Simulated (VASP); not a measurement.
PdIn (CsCl type): the lattice constant a from VASP (plane waves, PAW) at several levels of theory. Static lattice.

```tsv
level	lattice constant a (Å)
LDA	3.218
PBE	3.305
PBEsol	3.248
SCAN	3.259
r2SCAN	3.272
```

The cell of the LDA run:

```cif
data_InPd
_chemical_formula_sum 'In1 Pd1'
_space_group_name_H-M_alt 'Pm-3m'
_space_group_IT_number 221
_space_group_name_Hall '-P 4 2 3'
_cell_length_a 3.21793
_cell_length_b 3.21793
_cell_length_c 3.21793
_cell_angle_alpha 90.000
_cell_angle_beta 90.000
_cell_angle_gamma 90.000
loop_
_atom_site_label
_atom_site_type_symbol
_atom_site_symmetry_multiplicity
_atom_site_Wyckoff_symbol
_atom_site_fract_x
_atom_site_fract_y
_atom_site_fract_z
_atom_site_occupancy
In1 In 1 b 0.50000 0.50000 0.50000 1
Pd1 Pd 1 a 0.00000 0.00000 0.00000 1
```

Only levels that ran to the end are used. Left out are those held back, those with too coarse a band path, GW runs whose mesh misses a band edge, hybrids' fits of cells that aren't cubic and levels without matching references; a question may draw on a part of the rest.

The compound is PdIn in the CsCl type structure.
